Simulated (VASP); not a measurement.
Here is the system:

```xyz
2
Lattice="0.0000 3.2128 3.2128 3.2128 0.0000 3.2128 3.2128 3.2128 0.0000" Properties=species:S:1:pos:R:3 pbc="T T T"
Cd     0.0000     0.0000     0.0000
Te     1.6064     1.6064     1.6064
```

Computed with revTPSS meta-GGA, VASP's PBE PAW potentials (set 64) (plane waves; VASP 6.6.1). Numerical set-up: 520 eV cut-off, 7×7×7 Γ-centred mesh, Gaussian smearing of 0.050 eV, potentials Cd Te.

Unless said otherwise, spin-orbit coupling is left out, though it shifts the bands of the heavy elements here.

What does the run give for the energy per atom (σ→0), pressure, band gap (on the k-mesh) with the smallest direct gap where there is one?

band gap (on the k-mesh): 1.06 eV
smallest direct gap (on the k-mesh): 1.06 eV
energy per atom (σ→0): 15.648 eV/atom
pressure: 26.9 kbar

The compound is CdTe in the zinc blende structure. This cell is one point of a volume scan, at 0.94 of the reference volume.
